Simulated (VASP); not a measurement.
An input for Quantum ESPRESSO's pw.x (written as the equivalent of a VASP run, and not itself run):

```
&CONTROL
  calculation = 'scf'
  pseudo_dir = './pseudo'
  outdir = './out'
  tprnfor = .true.
  tstress = .true.
/
&SYSTEM
  ibrav = 0
  nat = 4
  ntyp = 2
  ecutwfc = 82
  occupations = 'tetrahedra'
  input_dft = 'pw91'
/
&ELECTRONS
  conv_thr = 7.3e-09
  electron_maxstep = 100
/
ATOMIC_SPECIES
  Ag 107.868 Ag.upf
  I 126.904 I.upf
CELL_PARAMETERS angstrom
     2.3390009   -4.0512688    0.0000000
     2.3390009    4.0512688    0.0000000
     0.0000000    0.0000000    7.6406543
ATOMIC_POSITIONS crystal
  Ag   0.6666670  0.3333330  0.5001129
  Ag   0.3333330  0.6666670  0.0001129
  I    0.6666670  0.3333330  0.8748871
  I    0.3333330  0.6666670  0.3748871
K_POINTS automatic
  6 6 4 0 0 0
```

**Question.** Translate this input to VASP (INCAR, KPOINTS, POSCAR, choice of POTCAR).

**Answer.** This is not unique; one that fits is 
### INCAR
```
SYSTEM  =  AgI
PREC  =  Accurate; ENCUT  =  520; LREAL  =  .FALSE.
LASPH  =  .TRUE.
EDIFF  =  1E-7; NELM  =  100; ALGO  =  Normal
LMAXMIX  =  4
ISMEAR  =  -5
GGA  =  91
ISIF  =  2
LWAVE  =  .FALSE.; LCHARG  =  .TRUE.; LORBIT  =  11
NEDOS  =  601
LEFG  =  .TRUE.
```

File POSCAR:
```
AgI
1
    2.3390008692    -4.0512687639     0.0000000000
    2.3390008692     4.0512687639     0.0000000000
    0.0000000000     0.0000000000     7.6406542864
Ag I
2 2
Direct
  0.6666670000   0.3333330000   0.5001128663
  0.3333330000   0.6666670000   0.0001128663
  0.6666670000   0.3333330000   0.8748871337
  0.3333330000   0.6666670000   0.3748871337
```

### KPOINTS
```
Automatic mesh
0
Gamma
6 6 4
0 0 0
```

POTCAR, in this order: Ag I (PBE.64 set). Program: vasp_std.

What does not carry over: the potentials are each code's own (VASP's PAW set, PseudoDojo norm-conserving files in pw.x), so ENCUT and ecutwfc are chosen apart and not converted; conv_thr bounds pw.x's estimated SCF error, while EDIFF bounds the energy change between steps; the field gradients of LEFG aren't asked of the other code.

The compound is AgI in the wurtzite structure. It was relaxed first, which changed the volume by +6 %.
